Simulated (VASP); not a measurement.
OSZICAR of a VASP run on KI (space group Fm-3m):

File OSZICAR:
```
       N       E                     dE             d eps       ncg     rms          rms(c)
DAV:   1     0.859572609788E+02    0.85957E+02   -0.59128E+03  1344   0.959E+02
DAV:   2    -0.420444664742E-01   -0.85999E+02   -0.80807E+02  1592   0.231E+02
DAV:   3    -0.535982279805E+01   -0.53178E+01   -0.52931E+01  1764   0.547E+01
DAV:   4    -0.561565532358E+01   -0.25583E+00   -0.25562E+00  2408   0.107E+01
DAV:   5    -0.561727292572E+01   -0.16176E-02   -0.16176E-02  1748   0.799E-01    0.328E+00
DAV:   6    -0.553918022630E+01    0.78093E-01   -0.11487E-01  1652   0.220E+00    0.235E+00
DAV:   7    -0.553599165031E+01    0.31886E-02   -0.13230E-01  1688   0.211E+00    0.806E-01
DAV:   8    -0.554068797251E+01   -0.46963E-02   -0.14854E-02  1720   0.898E-01    0.111E-01
DAV:   9    -0.554107831024E+01   -0.39034E-03   -0.75797E-04  1740   0.188E-01    0.694E-02
DAV:  10    -0.554131791209E+01   -0.23960E-03   -0.24670E-04  1556   0.106E-01    0.244E-02
DAV:  11    -0.554133461108E+01   -0.16699E-04   -0.36774E-05  1716   0.370E-02    0.114E-02
DAV:  12    -0.554133558173E+01   -0.97065E-06   -0.46427E-06  1652   0.183E-02    0.121E-02
DAV:  13    -0.554133597944E+01   -0.39771E-06   -0.11046E-06  1700   0.707E-03    0.399E-03
DAV:  14    -0.554133579820E+01    0.18124E-06   -0.10486E-07  1640   0.272E-03    0.643E-04
DAV:  15    -0.554133579532E+01    0.28801E-08   -0.69453E-09  1992   0.591E-04    0.570E-04
DAV:  16    -0.554133585331E+01   -0.57994E-07   -0.47615E-09  1572   0.562E-04    0.947E-05
DAV:  17    -0.554133584224E+01    0.11072E-07   -0.39477E-10  1200   0.190E-04    0.595E-05
DAV:  18    -0.554133584546E+01   -0.32173E-08   -0.51977E-11   996   0.757E-05    0.436E-05
DAV:  19    -0.554133584677E+01   -0.13129E-08   -0.12994E-11   976   0.257E-05    0.786E-06
DAV:  20    -0.554133584665E+01    0.12096E-09   -0.30832E-12   932   0.150E-05
   1 F= -.55413358E+01 E0= -.55413358E+01  d E =-.217013E-23
```

Question: Which electronic solver shows in the log?

Answer: It is blocked Davidson (ALGO = Normal, or the opening steps of other solvers). The INCAR had ALGO = Normal.

Question: Can the final energy be trusted as converged?

Answer: The run converged. It stopped with EDIFF = 1E-09, NELM = 100 (PBE GGA, plane waves, VASP's PBE PAW potentials (set 64)).

The structure comes from a computed database's KI entry; how it stands against other phases isn't given here. The cell was not relaxed at this level. The run is one of a series of settings (EDIFF = 1E-09, ENCUT = 420, KPOINTS 11×11×11 Γ-centred mesh against the base run), some of them coarse on purpose.
